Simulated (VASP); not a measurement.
Level of theory: PBE GGA, VASP's PBE PAW potentials (set 64) (plane waves; VASP).

VASP input:

KPOINTS:
```
Automatic
0
gamma
 7 7 7
0 0 0
```

**INCAR**
```
! general
SYSTEM =KTaO3
PREC   =Accurate
ENCUT  =400   ! plane-wave cut-off (eV)
LREAL  =F
LASPH  =T   ! aspherical one-centre terms

! electronic loop
EDIFF  =1E-6
NELM   =100
ALGO   =Normal
LMAXMIX=6   ! l cut-off of mixed one-centre charges

! smearing
ISMEAR =0   ! Gaussian
SIGMA  =0.01   ! width (eV)

! functional
GGA    =PE   ! PBE

! ions
ISIF   =2

! output
LWAVE  =F
LCHARG =F
```

### POSCAR
```
KTaO3
1
    3.8889180000     0.0000000000     0.0000000000
    0.0000000000     3.8889180000     0.0000000000
    0.0000000000     0.0000000000     3.8889180000
K Ta O
1 1 3
Direct
  0.5000000000   0.5000000000   0.5000000000
  0.0000000000   0.0000000000   0.0000000000
  0.0000000000   0.5000000000   0.0000000000
  0.5000000000   0.0000000000   0.0000000000
  0.0000000000   0.0000000000   0.5000000000
```

POTCAR, in this order: K_sv Ta_pv O (PBE.64 set). Program: vasp_std.

At this cut-off the stress carries a Pulay error, which pulls relaxed volumes low.

Q: Predict the energy per atom (σ→0), pressure.

A: 
```
Item                           Result
---------------------  --------------
energy per atom (σ→0)  -8.131 eV/atom
pressure                    20.47 GPa
```

**OSZICAR**
```
...
DAV:   7    -0.406993601693E+02    0.77170E-01   -0.15858E+00  1232   0.895E+00    0.104E+01
DAV:   8    -0.406575710604E+02    0.41789E-01   -0.23300E-01  1219   0.427E+00    0.123E+00
DAV:   9    -0.406534131274E+02    0.41579E-02   -0.26649E-02  1260   0.104E+00    0.208E-01
DAV:  10    -0.406534239625E+02   -0.10835E-04   -0.32216E-03  1241   0.498E-01    0.730E-02
DAV:  11    -0.406534685140E+02   -0.44551E-04   -0.40621E-04  1306   0.155E-01    0.398E-02
DAV:  12    -0.406534862110E+02   -0.17697E-04   -0.70156E-05  1376   0.638E-02    0.118E-02
DAV:  13    -0.406534856945E+02    0.51656E-06   -0.63627E-06  1180   0.219E-02
   1 F= -.40653486E+02 E0= -.40653486E+02  d E =-.148460E-22
```

The structure comes from a computed database's KTaO3 entry; how it stands against other phases isn't given here. The cell was not relaxed at this level, and its volume differs by -4.4 % from the start's.
